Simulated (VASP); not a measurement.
The cell holds one RuAl (CsCl type) (110) slab, with vacuum along c, ions free to move until forces fall under 0.03 eV/Å, no reconstruction beyond this cell, dipole correction on.

Here is the system:

```yaml
crystal:
  lattice:
    - [2.97669, 0.00000, 0.00000]
    - [0.00000, 4.20967, 0.00000]
    - [0.00000, 0.00000, 25.45740]
  atoms:
    - { symbol: Al, position: [0.50000, 0.00000, 0.33579] }
    - { symbol: Al, position: [0.50000, 0.50000, 0.41771] }
    - { symbol: Al, position: [0.50000, 0.00000, 0.50000] }
    - { symbol: Al, position: [0.50000, 0.50000, 0.58229] }
    - { symbol: Al, position: [0.50000, 0.00000, 0.66421] }
    - { symbol: Ru, position: [0.00000, 0.50000, 0.33604] }
    - { symbol: Ru, position: [0.00000, 0.00000, 0.41824] }
    - { symbol: Ru, position: [0.00000, 0.50000, 0.50000] }
    - { symbol: Ru, position: [0.00000, 0.00000, 0.58176] }
    - { symbol: Ru, position: [0.00000, 0.50000, 0.66396] }
```

Computed with PBEsol GGA, VASP's PBE PAW potentials (set 64) (plane waves; VASP). Settings: 400 eV cut-off, 9×7×1 Γ-centred mesh, first-order Methfessel-Paxton smearing of 0.10 eV, potentials Al Ru_pv.

Slab and bulk use different k-meshes, so the surface energy is good to a few per cent at best.

Problem. Predict its surface energy, work function, band gap (on the k-mesh).

Solution. 
The surface energy is 2.52 J/m² and the work function is 4.79 eV. The band gap (on the k-mesh) is none (metal, semimetal or under 0.01 eV).

The cell is a thin slab with vacuum, built from RuAl (CsCl type): (110) face.
